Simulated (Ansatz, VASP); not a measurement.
Two plane-wave programs on Ca2CuS2O2

The input INCAR:

```
ALGO = Normal
EDIFF = 1E-7
ENCUT = 520
GGA = PE
ISIF = 2
ISMEAR = -1
LASPH = T
LCHARG = F
LREAL = F
LWAVE = F
NBANDS = 36
NELM = 60
PREC = Accurate
SIGMA = 0.05
```

Contents of KPOINTS:

```
k-points
0
Gamma
  7 7 4
```

File POSCAR:

```
Ca2CuS2O2
1.0
    3.8365754068      0.0000000000      0.0000000000
    0.0000000000      3.8365754068      0.0000000000
    0.0000000000      0.0000000000      7.6934893867
Cu Ca S O
1 2 2 2
Direct
    0.0000000000      0.0000000000      0.5000000000
    0.5000000000      0.5000000000      0.2918880000
    0.5000000000      0.5000000000      0.7081120000
    0.0000000000      0.0000000000      0.1383120000
    0.0000000000      0.0000000000      0.8616880000
    0.5000000000      0.0000000000      0.5000000000
    0.0000000000      0.5000000000      0.5000000000
```

Contents of input.yaml:

```yaml
crystal:
  lattice:
    - [3.8365754068, 0.0, 0.0]
    - [0.0, 3.8365754068, 0.0]
    - [0.0, 0.0, 7.6934893867]
  atoms:
    - { symbol: Cu, position: [0.0, 0.0, 0.5] }
    - { symbol: Ca, position: [0.5, 0.5, 0.291888] }
    - { symbol: Ca, position: [0.5, 0.5, 0.708112] }
    - { symbol: S, position: [0.0, 0.0, 0.138312] }
    - { symbol: S, position: [0.0, 0.0, 0.861688] }
    - { symbol: O, position: [0.5, 0.0, 0.5] }
    - { symbol: O, position: [0.0, 0.5, 0.5] }
hamiltonian:
  xc: pbe
  pseudopotentials: { kind: paw }
kpoints:
  mp_grid: { grid: [7, 7, 4] }
scf:
  occupations: { method: fermi_dirac, width: 0.05 }
output:
  forces: true
  stress: true
  eigenvalues: true
  write_density: true
  write_potential: true
  elf: true
  volumetric_format: npy
```

Change from the starting cell: volume scaled by 0.98.

Alike in both runs: task single point; functional PBE; k mesh 7 × 7 × 4; occupations fermi-dirac, width 0.05 eV; no spin polarisation.

```csv
,VASP,Ansatz
version,VASP 6.6.1,Ansatz 0.2.0
potentials or method,"VASP PAW PBE potentials, release 64 (Cu, Ca_sv, S, O)",Ansatz PAW
plane-wave cutoff (eV),520,420
valence electrons in the cell,55,63
```

VASP gave:

* gap on the k mesh at the Fermi level (eV): none
* pressure (GPa): 2.2
* largest component of the traceless stress (GPa): 0.57
* rms of the force components (eV/Å): 0.027

Task: What did Ansatz give for the same quantities?

Result: gap on the k mesh at the Fermi level (eV): none; pressure (GPa): 2.0; largest component of the traceless stress (GPa): 0.15; rms of the force components (eV/Å): 0.060.

Atom by atom the forces differ by 0.036 eV/Å (rms over components). A gap of «none» marks a metal or a gap that the smearing closes. The two sets of potentials don't hold the same shells in valence.

Caveats: an odd number of electrons without spin polarisation forces a metal; a magnetic or distorted state may lie lower; the run has no spin polarisation, though such a crystal can be magnetic; semilocal functionals often make such compounds metallic where correlation or magnetic order opens a gap, which also shifts bond lengths.
